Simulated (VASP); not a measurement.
Method: revPBE GGA, VASP's PBE PAW potentials (set 64) (plane waves; VASP).

VASP ran on this input.

**POSCAR**
```
SiC
4.3937590
  0.0000000000   0.4999999993   0.4999999993
  0.4999999993   0.0000000000   0.4999999993
  0.4999999993   0.4999999993   0.0000000000
Si C
1 1
direct
  0.0000000000   0.0000000000   0.0000000000
  0.2500000000   0.2500000000   0.2500000000
```

### INCAR
```
# general
SYSTEM = SiC
PREC   = Accurate
ENCUT  = 520
LREAL  = F
LASPH  = T   # aspherical one-centre terms

# electronic loop
EDIFF  = 1E-7
NELM   = 100   # most electronic steps
ALGO   = Normal

# smearing
ISMEAR = 0
SIGMA  = 0.05   # width (eV)

# functional
GGA    = RE

# ions
ISIF   = 2   # forces and stress, cell fixed

# output
LWAVE  = F
LCHARG = F
```

### KPOINTS
```
kpoints
0
Gamma
 10 10 10
0 0 0
```

POTCAR, in this order: Si C (PBE.64 set). Program: vasp_std.

**Question.** Estimate the energy per atom (σ→0), band gap (on the k-mesh).

**Answer.** 
```json
{
  "energy per atom (σ→0)": "-697.2 kJ/mol of atoms",
  "band gap (on the k-mesh)": "1.38 eV"
}
```

File OSZICAR:
```
...
DAV:   8    -0.144505717453E+02    0.35960E-02   -0.17078E-02   768   0.127E+00    0.180E-01
DAV:   9    -0.144511054264E+02   -0.53368E-03   -0.96901E-04  1208   0.278E-01    0.125E-01
DAV:  10    -0.144512821506E+02   -0.17672E-03   -0.30425E-04  1016   0.146E-01    0.197E-02
DAV:  11    -0.144512839066E+02   -0.17561E-05   -0.60251E-05  1008   0.477E-02    0.490E-03
DAV:  12    -0.144512844415E+02   -0.53487E-06   -0.21146E-06   944   0.124E-02    0.177E-03
DAV:  13    -0.144512845506E+02   -0.10909E-06   -0.21452E-07  1056   0.415E-03    0.125E-03
DAV:  14    -0.144512845185E+02    0.32113E-07   -0.11263E-08   504   0.881E-04
   1 F= -.14451285E+02 E0= -.14451285E+02  d E =-.491994E-15
```

The compound is SiC in the zinc blende structure. It was relaxed first.
